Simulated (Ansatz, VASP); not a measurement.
# Si in VASP and in Ansatz

```
Si
1.0
     0.00000    2.72185    2.72185
     2.72185    0.00000    2.72185
     2.72185    2.72185    0.00000
Si
2
Cartesian
  4.0828 4.0828 4.0828
  2.7219 2.7219 2.7219
```

Alike in both runs: task relaxation of cell and atoms; functional r2SCAN; k mesh 8 × 8 × 8; occupations gaussian, width 0.02 eV; no spin polarisation.

|  | VASP | Ansatz |
| --- | --- | --- |
| version | VASP 6.6.1 | Ansatz 0.2.0 |
| potentials or method | VASP PAW PBE potentials, release 64 (Si) | scalar-relativistic, plane waves, PAW |
| plane-wave cutoff (eV) | 600 | 500 |
| valence electrons in the cell | 8 | 8 |

Ansatz gave:

| Item | Value |
| --- | --- |
| gap on the k mesh at the Fermi level, each at its own relaxed structure (eV) | 0.81 |
| relaxed volume (Å³/atom) | 20.16 |
| relaxed cell length with the largest relative difference (Å) | 3.849 |

Problem. What did VASP give for the same quantities?

Solution. gap on the k mesh at the Fermi level, each at its own relaxed structure (eV): 0.82; relaxed volume (Å³/atom): 20.12; relaxed cell length with the largest relative difference (Å): 3.847.

Caveats: the PAW data sets were made with another functional, which shifts forces and pressure a little (VASP). r2SCAN opens gaps a little over a GGA but as a rule still falls short of measured ones. A k mesh can miss the band edges.
